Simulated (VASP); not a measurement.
These are PBE GGA, VASP's PBE PAW potentials (set 64) (plane waves; VASP 6.6.1) values and carry that method's errors.

A VASP calculation is set up with these files.

KPOINTS:
```
K-points
0
gamma
6 6 6
0 0 0
```

INCAR:
```
# general
SYSTEM  = SrTe
PREC    = Accurate
ENCUT   = 400   # plane-wave cut-off (eV)
LREAL   = .FALSE.
LASPH   = .TRUE.   # aspherical one-centre terms

# electronic loop
EDIFF   = 1E-8   # SCF stop (eV)
NELM    = 100   # most electronic steps
ALGO    = Normal   # blocked Davidson
LMAXMIX = 4   # l cut-off of mixed one-centre charges

# smearing
ISMEAR  = 0
SIGMA   = 0.05

# functional
GGA     = PE

# ions
IBRION  = 1
NSW     = 30
ISIF    = 2
EDIFFG  = -0.001   # ionic stop

# output
LWAVE   = .FALSE.
LCHARG  = .FALSE.
```

### POSCAR
```
SrTe
1
    0.0000000000     3.3617915910     3.3617915910
    3.3617915910     0.0000000000     3.3617915910
    3.3617915910     3.3617915910     0.0000000000
Sr Te
1 1
Direct
  0.0000000000   0.0000000000   0.0000000000
  0.5000000000   0.5000000000   0.5000000000
```

POTCAR, in this order: Sr_sv Te (PBE.64 set). Program: vasp_std.

Unless said otherwise, spin-orbit coupling is left out, though it shifts the bands of the heavy elements here.

Task: Predict the energy per atom (σ→0), band gap (on the k-mesh).

Result: 
```
Item                                      Result
------------------------  ----------------------
energy per atom (σ→0)     -398.8 kJ/mol of atoms
band gap (on the k-mesh)                 1.77 eV
```

**OSZICAR**
```
...
DAV:  11    -0.826624506771E+01   -0.26050E-04   -0.29132E-05   488   0.363E-02    0.263E-02
DAV:  12    -0.826624590208E+01   -0.83436E-06   -0.20611E-06   552   0.829E-03    0.406E-03
DAV:  13    -0.826624595415E+01   -0.52070E-07   -0.36452E-07   476   0.329E-03    0.788E-04
DAV:  14    -0.826624587356E+01    0.80586E-07   -0.45438E-08   460   0.132E-03    0.125E-03
DAV:  15    -0.826624590273E+01   -0.29174E-07   -0.20701E-09   336   0.298E-04    0.326E-04
DAV:  16    -0.826624591508E+01   -0.12344E-07   -0.97603E-10   320   0.215E-04    0.178E-04
DAV:  17    -0.826624591406E+01    0.10202E-08   -0.19996E-10   284   0.973E-05
   1 F= -.82662459E+01 E0= -.82662459E+01  d E =-.826625E+01
```

The compound is SrTe in the rock salt structure. It was relaxed first. The start is the result of an earlier pass.
